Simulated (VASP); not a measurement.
These are PBEsol GGA, VASP's PBE PAW potentials (set 64) (plane waves; VASP) values and carry that method's errors.

The input files of a VASP run:

**INCAR**
```
! general
SYSTEM  = FeAl
PREC    = Accurate
ENCUT   = 400
LREAL   = .False.
LASPH   = .True.

! electronic loop
EDIFF   = 1E-6
NELM    = 100
ALGO    = Normal
LMAXMIX = 4

! smearing
ISMEAR  = 1
SIGMA   = 0.1

! functional
GGA     = PS

! spin
ISPIN   = 2
MAGMOM  = 2.3 -0.1

! ions
IBRION  = 2
NSW     = 60
ISIF    = 3
EDIFFG  = -0.01

! output
LWAVE   = .False.
LCHARG  = .False.
LORBIT  = 10
```

KPOINTS:
```
Automatic mesh
0
Gamma
 10 10 10
0 0 0
```

**POSCAR**
```
FeAl
1
    0.0000000000     2.7421408949     2.7421408949
    2.7421408949     0.0000000000     2.7421408949
    2.7421408949     2.7421408949    -0.0000000000
Fe Al
1 1
Direct
  0.0000000000   0.0000000000   0.0000000000
  0.2500000000   0.2500000000   0.2500000000
```

POTCAR, in this order: Fe Al (PBE.64 set). Program: vasp_std.

Output of the run:

File OSZICAR:
```
       N       E                     dE             d eps       ncg     rms          rms(c)
DAV:   1     0.292376631952E+02    0.29238E+02   -0.39079E+03  1888   0.787E+02
DAV:   2    -0.102005348069E+02   -0.39438E+02   -0.37125E+02  1890   0.153E+02
DAV:   3    -0.114712630374E+02   -0.12707E+01   -0.12403E+01  2260   0.352E+01
DAV:   4    -0.114961474474E+02   -0.24884E-01   -0.24859E-01  2278   0.470E+00
DAV:   5    -0.114969285958E+02   -0.78115E-03   -0.78112E-03  2238   0.864E-01    0.121E+01
DAV:   6    -0.166538131552E+02   -0.51569E+01   -0.84813E+01  2258   0.123E+02    0.290E+01
DAV:   7    -0.101898230030E+02    0.64640E+01   -0.41181E+01  2140   0.805E+01    0.347E+00
DAV:   8    -0.102655304017E+02   -0.75707E-01   -0.41141E-01  2186   0.567E+00    0.204E+00
DAV:   9    -0.102753176075E+02   -0.97872E-02   -0.53769E-02  2582   0.264E+00    0.126E+00
DAV:  10    -0.102727868879E+02    0.25307E-02   -0.32666E-02  2180   0.241E+00    0.398E-01
DAV:  11    -0.102725779752E+02    0.20891E-03   -0.19528E-03  2216   0.547E-01    0.913E-02
DAV:  12    -0.102725912737E+02   -0.13298E-04   -0.19900E-04  2228   0.143E-01    0.584E-02
DAV:  13    -0.102725699560E+02    0.21318E-04   -0.49729E-05  2398   0.897E-02    0.384E-02
DAV:  14    -0.102725696659E+02    0.29009E-06   -0.67519E-06  1822   0.373E-02
   1 F= -.10272570E+02 E0= -.10273098E+02  d E =-.102726E+02  mag=     2.1151
       N       E                     dE             d eps       ncg     rms          rms(c)
DAV:   1    -0.102756573288E+02   -0.30874E-02   -0.44121E-02  2086   0.358E+00    0.542E-01
DAV:   2    -0.102842287876E+02   -0.85715E-02   -0.16527E-01  2376   0.546E+00    0.112E+00
DAV:   3    -0.102726544059E+02    0.11574E-01   -0.75404E-02  2348   0.379E+00    0.689E-02
DAV:   4    -0.102726788186E+02   -0.24413E-04   -0.47870E-04  1924   0.165E-01    0.430E-02
DAV:   5    -0.102726550292E+02    0.23789E-04   -0.44418E-05  2598   0.545E-02    0.162E-02
DAV:   6    -0.102726547289E+02    0.30034E-06   -0.38212E-06  1512   0.208E-02
   2 F= -.10272655E+02 E0= -.10273164E+02  d E =-.850629E-04  mag=     2.1107
```

**OUTCAR**
```
------------------------ aborting loop because EDIFF is reached ----------------------------------------
  FORCE on cell =-STRESS in cart. coord.  units (eV):
  Direction    XX          YY          ZZ          XY          YZ          ZX
  --------------------------------------------------------------------------------------
  Total        0.0121329      0.0121329      0.0121329     -0.0000000     -0.0000000      0.0000000
  in kB        0.4733157      0.4733157      0.4733157     -0.0000000     -0.0000000      0.0000000
  external PRESSURE =       0.4733157 kB  Pullay stress =       0.0000000 kB
  volume of cell :       41.07
      direct lattice vectors                 reciprocal lattice vectors
     0.000000000  2.738408430  2.738408430    -0.182587811  0.182587811  0.182587811
     2.738408430  0.000000000  2.738408430     0.182587811 -0.182587811  0.182587811
     2.738408430  2.738408430  0.000000000     0.182587811  0.182587811 -0.182587811
 POSITION                                       TOTAL-FORCE (eV/Angst)
 -----------------------------------------------------------------------------------
      5.47682      5.47682      5.47682        -0.000000     -0.000000     -0.000000
      1.36920      1.36920      1.36920         0.000000      0.000000      0.000000
 -----------------------------------------------------------------------------------
    total drift:                                0.000001      0.000001      0.000000
  FREE ENERGIE OF THE ION-ELECTRON SYSTEM (eV)
  ---------------------------------------------------
  free  energy   TOTEN  =       -10.2726547289 eV

  energy  without entropy=      -10.2741815293  energy(sigma->0) =      -10.27316366

 total charge

# of ion       s       p       d       tot
------------------------------------------
    1        0.491   0.269   6.328   7.088
    2        0.495   0.365   0.000   0.860
--------------------------------------------------
tot          0.987   0.633   6.328   7.948

 magnetization (x)

# of ion       s       p       d       tot
------------------------------------------
    1        0.046  -0.010   2.224   2.260
    2       -0.021  -0.063   0.000  -0.084
--------------------------------------------------
tot          0.025  -0.074   2.224   2.175

 reached required accuracy - stopping structural energy minimisation
```
(Selected blocks of OUTCAR.)

CONTCAR:
```
FeAl
   1.00000000000000
     0.0000000000000000    2.7384084295257023    2.7384084295257023
     2.7384084295257023    0.0000000000000000    2.7384084295257023
     2.7384084295257023    2.7384084295257023    0.0000000000000000
  Fe              Al
     1     1
Direct
     1.0000000000000000    1.0000000000000000    1.0000000000000000
     0.2500000000000000    0.2500000000000000    0.2500000000000000
```

The structure was generated: FeAl was put into the zinc blende type (F-43m), which need not be its known phase. This run relaxes it. Symmetry was kept, so distortions that lower it aren't found. The start is the result of an earlier pass.
